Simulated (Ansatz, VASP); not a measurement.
## Al2BAs3 in VASP and in Ansatz

```
CELL_PARAMETERS angstrom
4.33721 0.00000 0.00000
-2.16861 3.75614 0.00000
0.00000 0.00000 7.48373
ATOMIC_POSITIONS crystal
Al 0.00000 0.00000 0.74371
Al 0.00000 0.00000 0.25629
B 0.00000 0.00000 0.00000
As 0.33333 0.66667 0.00000
As 0.66667 0.33333 0.00000
As 0.00000 0.00000 0.50000
```

Alike in both runs: task single point; functional PBE; k mesh 6 × 6 × 2; occupations gaussian, width 0.1 eV; no spin polarisation.

```csv
,VASP,Ansatz
version,VASP 6.6.1,Ansatz 0.2.0
potentials or method,"VASP PAW PBE potentials, release 64 (Al, B, As)","scalar-relativistic, plane waves, PAW"
plane-wave cutoff (eV),520,420
valence electrons in the cell,24,54
```

Ansatz gave:

- gap on the k mesh at the Fermi level (eV): none
- rms of the force components (eV/Å): 3.830

Question: Which values does VASP return?

Answer: gap on the k mesh at the Fermi level (eV): none; rms of the force components (eV/Å): 3.813.

Atom by atom the forces differ by 0.017 eV/Å (rms over components). A gap of «none» marks a metal or a gap that the smearing closes. The two sets of potentials don't hold the same shells in valence.

Caveats: the k mesh is coarse (spacing up to 0.42 Å⁻¹), so the values aren't converged; forces of over 1 eV/Å show positions far from the minimum, so gaps and moduli don't describe the material at rest.
